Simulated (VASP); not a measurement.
Space group Pm-3m (No. 221); a = b = c = 3.8979 Å, α = β = γ = 90.00°

```csv
atom,site,symmetry,x,y,z
Ti,1a,m-3m,0.0000,0.0000,0.0000
Pt,3c,4/mm.m,0.0000,0.5000,0.5000
```

Computed with PBEsol GGA, VASP's PBE PAW potentials (set 64) (plane waves; VASP). Settings: 480 eV cut-off, 8×8×8 Γ-centred mesh, first-order Methfessel-Paxton smearing of 0.10 eV, potentials Ti_sv Pt.

Each relaxation starts from this cell; other phases were not tried.

### Question
The cell is relaxed at 2 GPa. What happens?

### Answer
The volume per atom goes from 14.81 to 14.70 Å³ (-0.7 %), and the cell becomes a = 3.8886 Å, b = 3.8886 Å, c = 3.8886 Å, α = 90.00°, β = 90.00°, γ = 90.00°, space group Pm-3m.

### Question
The cell is relaxed at 10 GPa. What happens?

### Answer
The volume per atom goes from 14.81 to 14.31 Å³ (-3.3 %), and the cell becomes a = 3.8539 Å, b = 3.8539 Å, c = 3.8539 Å, α = 90.00°, β = 90.00°, γ = 90.00°, space group Pm-3m.

Failed runs are left out, and for metals the shear rows, which the mesh's noise covers.

The compound is Pt3Ti in the L1_2 structure.
